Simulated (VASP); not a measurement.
Energy against volume of Os (hcp). Calculation: r2SCAN meta-GGA, VASP's PBE PAW potentials (set 64) (plane waves; VASP). Numerical set-up: 520 eV cut-off, 15×15×9 Γ-centred mesh, first-order Methfessel-Paxton smearing of 0.10 eV, potentials Os.

Shape and ions are relaxed at each volume.

```
V (Å³/atom)  E (eV/atom)
-----------  -----------
13.627         -52.98853
14.048         -53.00656
14.470         -52.99019
14.891         -52.94501
```

Fit these four points and predict the energy of the run at 13.205 Å³/atom.

A cubic in V^(−2/3), the third-order Birch-Murnaghan form, passes through the four points with V0 = 14.05 Å³/atom and B0 = 435 GPa, and gives -52.9295 eV/atom there. The run gave -52.9295 eV/atom, +0.0 meV/atom from the fit; all five points give B0 = 435 GPa.

The compound is Os in the hcp structure. It was relaxed first.
